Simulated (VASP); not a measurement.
Consider the following.

```
Zr
1.0
    1.54208    -2.67096     0.00000
    1.54208     2.67096     0.00000
    0.00000     0.00000     5.12533
Zr
2
Direct
  0.33333   0.66667   0.25000
  0.66667   0.33333   0.75000
```

The numbers are results of PBEsol GGA, VASP's PBE PAW potentials (set 64) (plane waves; VASP), not measurements. Settings: 480 eV cut-off, 12×12×8 Γ-centred mesh, first-order Methfessel-Paxton smearing of 0.10 eV, potentials Zr_sv.

Task: What does the run give for the energy per atom (σ→0), pressure, band gap (on the k-mesh) with the smallest direct gap where there is one?

Result: 
```yaml
band gap (on the k-mesh): none (metal, semimetal or under 0.01 eV)
energy per atom (σ→0): -9.047 eV/atom
pressure: 6.47 GPa
```

The compound is Zr in the hcp structure. This cell was strained or had an atom moved on purpose.
